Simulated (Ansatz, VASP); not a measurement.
**Cross-check of WC between VASP and Ansatz**

Aim: how closely do two programs agree when they are given the same cell, functional and k mesh? The cell is taken from a series of runs on this material, whose earlier steps may have relaxed, scaled, displaced or heated it; both programs get it as it stands.

Calculated with Ansatz 0.2.0; plane waves, with VASP 6.6.1 beside it; zone-centre phonons at LDA.

### 1. The structure

The structure is cubic, space group Fm-3m (No. 225). The conventional cell has a = 4.322 Å, b = 4.322 Å, c = 4.322 Å, α = 90.00°, β = 90.00°, γ = 90.00°. W has 6 C at 2.16 Å nearest. Nearest to C lie 6 W at 2.16 Å. Farther neighbours are not listed.

### 2. VASP: zone-centre phonons, LDA

Second derivatives magnify differences that forces hide, and they need a tight electronic threshold.

Lines of VASP's logs that name or quote its potential files are left out, and so is its time.

INCAR

```
SYSTEM = WC
PREC = Accurate
ENCUT = 600
EDIFF = 1E-08
NELM = 120
ISMEAR = 1
SIGMA = 0.15
LREAL = .FALSE.
ALGO = Normal
GGA = CA
NBANDS = 11
LASPH = .TRUE.
LORBIT = 11
LWAVE = .FALSE.
LCHARG = .FALSE.
ISIF = 2
IBRION = 8
GGA_COMPAT = .FALSE.
KPAR = 2
```

POSCAR

```
WC
1.0
    0.0000000000      2.1612309207      2.1612309207
    2.1612309207      0.0000000000      2.1612309207
    2.1612309207      2.1612309207      0.0000000000
W C
1 1
Direct
    0.0000000000      0.0000000000      0.0000000000
    0.5000000000      0.5000000000      0.5000000000
```

KPOINTS

```
Automatic mesh
0
Gamma
16 16 16
0 0 0
```

Potentials, in the order of the species: W and C (LDA family, release 64).

Launch:

```console
mpirun -np 2 vasp_std
```

Numbers of over 12 decimals in the logs are rounded to 6 here.

The program printed:

```text
[banner, memory and clock lines left out]
running    2 mpi-ranks, on    1 nodes
 distrk:  each k-point on    1 cores,    2 groups
 distr:  one band on    1 cores,    1 groups

 POSCAR found type information on POSCAR W C
 POSCAR found :  2 types and       2 ions
 LDA part: xc-table for (Slater(with rela. corr.)+CA(PZ))
 , standard interpolation
 POSCAR, INCAR and KPOINTS ok, starting setup
 FFT: planning ... GRIDC
 FFT: planning ... GRID_SOFT
 FFT: planning ... GRID
 WAVECAR not read
 entering main loop
       N       E                     dE             d eps       ncg     rms          rms(c)
DAV:   1     0.236301104814E+02    0.23630E+02   -0.55489E+03  3190   0.931E+02
DAV:   2    -0.254283633772E+02   -0.49058E+02   -0.46615E+02  3814   0.201E+02
DAV:   3    -0.274615057669E+02   -0.20331E+01   -0.20013E+01  3862   0.342E+01
DAV:   4    -0.274739882400E+02   -0.12482E-01   -0.12469E-01  3459   0.309E+00
DAV:   5    -0.274740404407E+02   -0.52201E-04   -0.52199E-04  3804   0.189E-01    0.350E+01
DAV:   6    -0.240273365524E+02    0.34467E+01   -0.17011E+01  3589   0.249E+01    0.107E+01
DAV:   7    -0.239445580091E+02    0.82779E-01   -0.82491E-01  3307   0.731E+00    0.884E+00
DAV:   8    -0.239052955295E+02    0.39262E-01   -0.13695E-01  3522   0.277E+00    0.352E+00
DAV:   9    -0.238939655150E+02    0.11330E-01   -0.25709E-02  3407   0.105E+00    0.322E-01
DAV:  10    -0.238937313410E+02    0.23417E-03   -0.81393E-04  3702   0.250E-01    0.184E-01
DAV:  11    -0.238937200747E+02    0.11266E-04   -0.45794E-05  3552   0.481E-02    0.545E-03
DAV:  12    -0.238937189227E+02    0.11520E-05   -0.17159E-06  3626   0.876E-03    0.115E-02
DAV:  13    -0.238937188725E+02    0.50166E-07   -0.23122E-07  3604   0.457E-03    0.133E-03
DAV:  14    -0.238937188721E+02    0.44474E-09   -0.26057E-09  2117   0.478E-04
   1 F= -.23893719E+02 E0= -.23893556E+02  d E =-.488048E-03
 Linear response reoptimize wavefunctions to high precision
DAV:   1    -0.238937188721E+02   -0.35698E-10   -0.37887E-10  2301   0.145E-04
 Linear response DOF=           2
 Linear response progress:
  Degree of freedom:   1/  2
       N       E                     dE             d eps       ncg     rms          rms(c)
RMM:   1    -0.112048116507E+00   -0.11205E+00   -0.71902E-02 15193   0.189E+00
RMM:   2    -0.111438736740E+00    0.60938E-03   -0.22709E-03 11860   0.340E-01    0.139E-01
RMM:   3    -0.110983710959E+00    0.45503E-03   -0.18797E-04 12251   0.920E-02    0.771E-02
RMM:   4    -0.110913838597E+00    0.69872E-04   -0.28090E-04 12082   0.108E-01    0.108E-02
RMM:   5    -0.110946995860E+00   -0.33157E-04   -0.23743E-06 12797   0.111E-02    0.254E-03
RMM:   6    -0.110957864115E+00   -0.10868E-04   -0.28700E-08 12725   0.128E-03    0.696E-04
RMM:   7    -0.110959610926E+00   -0.17468E-05   -0.11470E-08 12540   0.583E-04    0.948E-05
RMM:   8    -0.110959346214E+00    0.26471E-06    0.16239E-09 13044   0.753E-05    0.410E-05
RMM:   9    -0.110959101280E+00    0.24493E-06   -0.40924E-12 13247   0.310E-05    0.270E-06
RMM:  10    -0.110959106674E+00   -0.53935E-08    0.25658E-09 12990   0.193E-05    0.121E-06
 first order change of Fermi-energy   0.38832E-03
 force on displaced ion       1 direction 1 :  -7.702   0.000   0.000
 Linear response progress:
  Degree of freedom:   2/  2
       N       E                     dE             d eps       ncg     rms          rms(c)
RMM:   1    -0.124289998369E+00   -0.12429E+00    0.23738E-02 17209   0.214E+00
RMM:   2    -0.120759325944E+00    0.35307E-02   -0.27271E-03 11934   0.452E-01    0.186E-01
RMM:   3    -0.120914963695E+00   -0.15564E-03   -0.74132E-04 11079   0.175E-01    0.879E-02
RMM:   4    -0.121858764684E+00   -0.94380E-03   -0.49206E-04 11155   0.139E-01    0.180E-02
RMM:   5    -0.121855011713E+00    0.37530E-05   -0.61597E-06 12404   0.197E-02    0.154E-03
RMM:   6    -0.121871067711E+00   -0.16056E-04   -0.18194E-07 12191   0.270E-03    0.548E-04
RMM:   7    -0.121868597223E+00    0.24705E-05   -0.26543E-08 12594   0.441E-04    0.598E-05
RMM:   8    -0.121869241141E+00   -0.64392E-06   -0.11543E-08 12533   0.918E-05    0.149E-05
RMM:   9    -0.121869270087E+00   -0.28946E-07   -0.28325E-09 13093   0.277E-05    0.441E-06
RMM:  10    -0.121869285200E+00   -0.15113E-07    0.38274E-10 13126   0.184E-05    0.476E-07
RMM:  11    -0.121869288938E+00   -0.37381E-08    0.12341E-10  9561   0.143E-05    0.233E-07
 first order change of Fermi-energy   0.16601E-03
 force on displaced ion       2 direction 1 :  -7.701   0.000   0.000
 Linear response finished
```

Parts of OUTCAR (step 2):

```text
ion  position               nearest neighbor table
   1  0.000  0.000  0.000-   2 2.16   2 2.16   2 2.16   2 2.16   2 2.16   2 2.16
   2  0.500  0.500  0.500-   1 2.16   1 2.16   1 2.16   1 2.16   1 2.16   1 2.16

  LATTYP: Found a face centered cubic cell.
 ALAT       =     4.3224618414

 Subroutine GETGRP returns: Found 48 space group operations
 (whereof 48 operations were pure point group operations)

The static configuration has the point symmetry O_h .

 Found    145 irreducible k-points:

   k-points           NKPTS =    145   k-points in BZ     NKDIM =    145   number of bands    NBANDS=     11

   dimension x,y,z NGX =    24 NGY =   24 NGZ =   24
   dimension x,y,z NGXF=    48 NGYF=   48 NGZF=   48

   ENCUT  =  600.0 eV  44.10 Ry    6.64 a.u.   6.10  6.10  6.10*2*pi/ulx,y,z

   NELECT =      10.0000    total number of electrons

 k-points in reciprocal lattice and weights: Automatic mesh
   0.00000000  0.00000000  0.00000000       0.000
   0.06250000  0.00000000  0.00000000       0.002
   0.12500000  0.00000000  0.00000000       0.002
   0.18750000  0.00000000  0.00000000       0.002
   0.25000000  0.00000000  0.00000000       0.002
   0.31250000  0.00000000  0.00000000       0.002
   0.37500000  0.00000000  0.00000000       0.002
   0.43750000  0.00000000  0.00000000       0.002
   0.50000000  0.00000000  0.00000000       0.001
[...]
-0.31250000  0.50000000  0.18750000       0.003
  -0.25000000  0.50000000  0.25000000       0.001

 average (electrostatic) potential at core
       1 -37.0789       2 -49.7308

  Total        0.1594613      0.1594613      0.1594613      0.0000000      0.0000000      0.0000000
  in kB       12.6541341     12.6541341     12.6541341      0.0000000      0.0000000      0.0000000
  external PRESSURE =      12.6541341 kB  Pullay stress =       0.0000000 kB

  energy-cutoff  :      600.00
  volume of cell :       20.19
      direct lattice vectors                 reciprocal lattice vectors
     0.000000000  2.161230921  2.161230921    -0.231349642  0.231349642  0.231349642
     2.161230921  0.000000000  2.161230921     0.231349642 -0.231349642  0.231349642
     2.161230921  2.161230921  0.000000000     0.231349642  0.231349642 -0.231349642

 POSITION                                       TOTAL-FORCE (eV/Angst)
 -----------------------------------------------------------------------------------
      0.00000      0.00000      0.00000        -0.000000     -0.000000     -0.000000
      2.16123      2.16123      2.16123         0.000000      0.000000      0.000000
 -----------------------------------------------------------------------------------
    total drift:                                0.000000     -0.000000      0.000000

 Eigenvectors and eigenvalues of the dynamical matrix
 ----------------------------------------------------

   1 f  =   12.920225 THz    81.180166 2PiTHz  430.972307 cm-1    53.433732 meV
             X         Y         Z           dx          dy          dz
      0.000000  0.000000  0.000000     0.125652    0.213416   -0.000000
      2.161231  2.161231  2.161231    -0.491553   -0.834890   -0.000000

   2 f  =   12.920225 THz    81.180166 2PiTHz  430.972307 cm-1    53.433732 meV
             X         Y         Z           dx          dy          dz
      0.000000  0.000000  0.000000     0.213416   -0.125652    0.000000
      2.161231  2.161231  2.161231    -0.834890    0.491553   -0.000000

   3 f  =   12.920225 THz    81.180166 2PiTHz  430.972307 cm-1    53.433732 meV
             X         Y         Z           dx          dy          dz
      0.000000  0.000000  0.000000     0.000000    0.000000   -0.247659
      2.161231  2.161231  2.161231     0.000000    0.000000    0.968847

   4 f/i=    0.000286 THz     0.001798 2PiTHz    0.009547 cm-1     0.001184 meV
             X         Y         Z           dx          dy          dz
      0.000000  0.000000  0.000000     0.004190   -0.155906    0.956212
      2.161231  2.161231  2.161231     0.001071   -0.039853    0.244429

   5 f/i=    0.000286 THz     0.001798 2PiTHz    0.009547 cm-1     0.001184 meV
             X         Y         Z           dx          dy          dz
      0.000000  0.000000  0.000000     0.961608    0.117276    0.014908
      2.161231  2.161231  2.161231     0.245808    0.029978    0.003811

   6 f/i=    0.000286 THz     0.001798 2PiTHz    0.009547 cm-1     0.001184 meV
             X         Y         Z           dx          dy          dz
      0.000000  0.000000  0.000000     0.118146   -0.949002   -0.155248
      2.161231  2.161231  2.161231     0.030201   -0.242586   -0.039685

 ELASTIC MODULI CONTR FROM IONIC RELAXATION (kBar)
 Direction    XX          YY          ZZ          XY          YZ          ZX
 --------------------------------------------------------------------------------
 XX           0.0000      0.0000      0.0000      0.0000      0.0000      0.0000
 YY           0.0000      0.0000      0.0000      0.0000      0.0000      0.0000
 ZZ           0.0000      0.0000      0.0000      0.0000      0.0000      0.0000
 XY           0.0000      0.0000      0.0000      0.0000      0.0000      0.0000
 YZ           0.0000      0.0000      0.0000      0.0000      0.0000      0.0000
 ZX           0.0000      0.0000      0.0000      0.0000      0.0000      0.0000
 --------------------------------------------------------------------------------
```

[end of part 1 of 2]

[Lines on the potential files, build, host, timing and source positions are cut from VASP's logs without a mark.]

[Logs are printed without paths, hosts, clocks, repeated set-up lines and the standing remarks that a program may print on its own settings, such as how far it seeks lower states.]

[Hosts, paths, dates, database ids (printed as entryN), source tags and the programs' standing remarks are cut or masked in the printed files.]
